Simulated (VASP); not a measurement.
A convergence study with VASP on SiO2 (rutile): one setting is varied, all else stays as given below, so the limit is that of these other settings. Each run relaxes cell and ions from the cell shown. The basis is that of the starting cell, so low cut-offs carry a Pulay error.

```
O2Si
1.0
    4.18000     0.00000     0.00000
    0.00000     4.18000     0.00000
    0.00000     0.00000     2.67000
Si O
2 4
Direct
  0.00000   0.00000   0.00000
  0.50000   0.50000   0.50000
  0.30600   0.30600   0.00000
  0.80600   0.19400   0.50000
  0.19400   0.80600   0.50000
  0.69400   0.69400   0.00000
```

These are LDA (Ceperley-Alder, Perdew-Zunger), VASP's LDA PAW potentials (set 64) (plane waves; VASP) values and carry that method's errors. The tightest run used: 800 eV cut-off, 5×5×7 Γ-centred mesh, Gaussian smearing of 0.050 eV, potentials Si O.

Gaps are read on the run's mesh, which can miss a band edge.

The settings run are ENCUT = 250; ENCUT = 300; ENCUT = 350; ENCUT = 400; ENCUT = 450; ENCUT = 500; ENCUT = 550; ENCUT = 600; ENCUT = 650; ENCUT = 700; ENCUT = 750; ENCUT = 800. From which on does the relaxed volume stay within 0.05 Å³/atom of the tightest run?…

From ENCUT = 450 on: it is off by 0.030 there and by no more than 0.05 in any finer run, while ENCUT = 400 is off by 0.153.
| setting | relaxed volume (Å³/atom) | E (eV/atom) | gap on the mesh (eV) | plane waves | difference judged (Å³/atom) |
|---|---|---|---|---|---|
| ENCUT = 250 | 6.331 | -9.6476 | 6.932 | 439 | 1.347 |
| ENCUT = 300 | 6.892 | -9.0029 | 6.675 | 564 | 0.786 |
| ENCUT = 350 | 7.272 | -8.7436 | 6.535 | 706 | 0.406 |
| ENCUT = 400 | 7.525 | -8.6831 | 6.084 | 866 | 0.153 |
| ENCUT = 450 | 7.648 | -8.6664 | 5.822 | 1025 | 0.030 |
| ENCUT = 500 | 7.679 | -8.6620 | 5.755 | 1218 | 0.001 |
| ENCUT = 550 | 7.675 | -8.6628 | 5.764 | 1384 | 0.003 |
| ENCUT = 600 | 7.667 | -8.6650 | 5.781 | 1572 | 0.011 |
| ENCUT = 650 | 7.665 | -8.6670 | 5.788 | 1803 | 0.013 |
| ENCUT = 700 | 7.668 | -8.6684 | 5.782 | 1984 | 0.010 |
| ENCUT = 750 | 7.673 | -8.6690 | 5.772 | 2200 | 0.005 |
| ENCUT = 800 | 7.678 | -8.6693 | 5.762 | 2417 | 0.000 |

Left out are rungs that failed or repeat a setting and relaxations that didn't move; long series are thinned to 24 rows.

The compound is SiO2 in the rutile structure, stishovite, a high-pressure form.
